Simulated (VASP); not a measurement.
**SbMo3: single point with r2SCAN**

SbMo3:

```
CELL_PARAMETERS angstrom
3.28280 0.00000 0.00000
0.00000 4.61336 0.00000
0.00000 0.00000 4.41283
ATOMIC_POSITIONS crystal
Sb 0.00000 0.00000 0.03706
Mo 0.50000 0.00000 0.52544
Mo 0.00000 0.50000 0.61630
Mo 0.50000 0.50000 0.10457
```

The cell was built by a generator and needn't be a form met in nature.

| Quantity | Value |
| --- | --- |
| Program | VASP 6.6.1 |
| Task | single point |
| Functional | r2SCAN |
| Potentials or basis | VASP PAW PBE potentials, release 64 (Sb, Mo_sv) |
| Cutoff | 520 eV |
| k mesh | 8 × 5 × 5 |
| Occupations | fermi-dirac, width 0.1 eV |
| Spin | no spin polarisation |
| Dipole correction | no |
| Further INCAR settings | ALGO = Normal; EDIFF = 1e-06; NBANDS = 32 |

```json
{"Pressure": "0.6 GPa", "Largest force": "0.015 eV/Å", "Band gap on the k mesh": "none (metal or under the smearing width)"}
```

Forces in eV/Å, atoms in the order of the input:
```
Sb   0.000  0.000  0.012
Mo   0.000  0.000 -0.005
Mo   0.000  0.000 -0.015
Mo   0.000  0.000  0.008
```

Levels at points of the mesh, in eV from the Fermi level:
```
           k point  band 20  band 21  band 22  band 23  band 24  band 25  band 26  band 27
(0.00, 0.00, 0.00)    -2.96    -2.61    -0.01     0.07     0.48     1.10     1.75     1.84
(0.50, 0.00, 0.00)    -1.91    -1.83    -1.55    -0.88     0.20     0.82     1.15     2.27
```

Wall time 3.3 min on 1 thread of Intel(R) Xeon(R) Platinum 8375C CPU @ 2.90GHz (Ice Lake), with other jobs on the host, peak memory 0.23 GiB.

Caveat: the PAW data sets were made with another functional, which shifts forces and pressure a little. Spin-orbit coupling is left out, which matters for the levels of Sb.
